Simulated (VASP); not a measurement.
OSZICAR of a VASP run on WSe2 (2H layered):

### OSZICAR
```
       N       E                     dE             d eps       ncg     rms          rms(c)
DAV:   1     0.496428645220E+03    0.49643E+03   -0.27674E+04  1136   0.154E+03
DAV:   2    -0.931794926064E+01   -0.50575E+03   -0.49519E+03  1240   0.391E+02
DAV:   3    -0.418603201907E+02   -0.32542E+02   -0.32333E+02  1200   0.915E+01
DAV:   4    -0.428723522208E+02   -0.10120E+01   -0.10078E+01  1290   0.164E+01
DAV:   5    -0.428961563765E+02   -0.23804E-01   -0.23791E-01  1247   0.257E+00    0.273E+01
DAV:   6    -0.412900568423E+02    0.16061E+01   -0.12585E+01  1159   0.191E+01    0.969E+00
DAV:   7    -0.410349585024E+02    0.25510E+00   -0.45733E+00  1202   0.898E+00    0.541E+00
DAV:   8    -0.408779805431E+02    0.15698E+00   -0.67242E-01  1380   0.469E+00    0.957E-01
DAV:   9    -0.408773441266E+02    0.63642E-03   -0.58053E-02  1257   0.125E+00    0.746E-01
DAV:  10    -0.408749670351E+02    0.23771E-02   -0.17163E-02  1308   0.841E-01    0.154E-01
DAV:  11    -0.408744904172E+02    0.47662E-03   -0.25014E-03  1132   0.333E-01    0.165E-01
DAV:  12    -0.408743123397E+02    0.17808E-03   -0.30651E-04  1226   0.964E-02    0.806E-02
DAV:  13    -0.408741780570E+02    0.13428E-03   -0.29219E-04  1185   0.910E-02    0.109E-02
DAV:  14    -0.408741707243E+02    0.73328E-05   -0.21350E-05  1170   0.269E-02    0.371E-03
DAV:  15    -0.408741703804E+02    0.34384E-06   -0.21043E-06   954   0.840E-03
   1 F= -.40874170E+02 E0= -.40874170E+02  d E =-.408742E+02
       N       E                     dE             d eps       ncg     rms          rms(c)
DAV:   1    -0.408768500588E+02   -0.26793E-02   -0.78197E-02  1062   0.225E+00    0.523E-01
DAV:   2    -0.408748075257E+02    0.20425E-02   -0.75518E-03  1176   0.634E-01    0.125E-01
DAV:   3    -0.408743290915E+02    0.47843E-03   -0.13608E-03  1284   0.181E-01    0.603E-02
DAV:   4    -0.408742737998E+02    0.55292E-04   -0.28299E-04  1211   0.101E-01    0.488E-02
DAV:   5    -0.408742690839E+02    0.47159E-05   -0.33934E-05  1305   0.353E-02    0.308E-02
DAV:   6    -0.408742701493E+02   -0.10654E-05   -0.12461E-05  1167   0.167E-02    0.477E-03
DAV:   7    -0.408742695444E+02    0.60494E-06   -0.13308E-06   769   0.876E-03
   2 F= -.40874270E+02 E0= -.40874270E+02  d E =-.991640E-04
       N       E                     dE             d eps       ncg     rms          rms(c)
DAV:   1    -0.408746585570E+02   -0.38841E-03   -0.10148E-02  1048   0.811E-01    0.189E-01
DAV:   2    -0.408743931753E+02    0.26538E-03   -0.98009E-04  1171   0.229E-01    0.453E-02
DAV:   3    -0.408743290138E+02    0.64162E-04   -0.17658E-04  1284   0.657E-02    0.218E-02
DAV:   4    -0.408743200051E+02    0.90087E-05   -0.36594E-05  1218   0.361E-02    0.174E-02
DAV:   5    -0.408743176438E+02    0.23613E-05   -0.41912E-06  1009   0.127E-02    0.112E-02
DAV:   6    -0.408743164735E+02    0.11703E-05   -0.16282E-06   770   0.821E-03    0.136E-03
DAV:   7    -0.408743165854E+02   -0.11190E-06   -0.41447E-07   741   0.471E-03
   3 F= -.40874317E+02 E0= -.40874317E+02  d E =-.146205E-03
```

Problem. Which electronic solver shows in the log?

Solution. It is blocked Davidson (ALGO = Normal, or the opening steps of other solvers). The INCAR had ALGO = Normal.

Problem. Can the final energy be trusted as converged?

Solution. The calculation finished and met its thresholds. It stopped with EDIFF = 1E-6, NELM = 100, NSW = 60 and EDIFFG = -0.02 after 3 ionic steps (RPBE GGA, plane waves, VASP's PBE PAW potentials (set 64)). Without a dispersion term in the relaxation, distances and binding between the weakly bound layers, chains or molecules are unreliable, and so is what depends on them.

The compound is WSe2 in the 2H layered structure. This run relaxes it. Symmetry was kept, so distortions that lower it aren't found. The start is the result of an earlier pass.
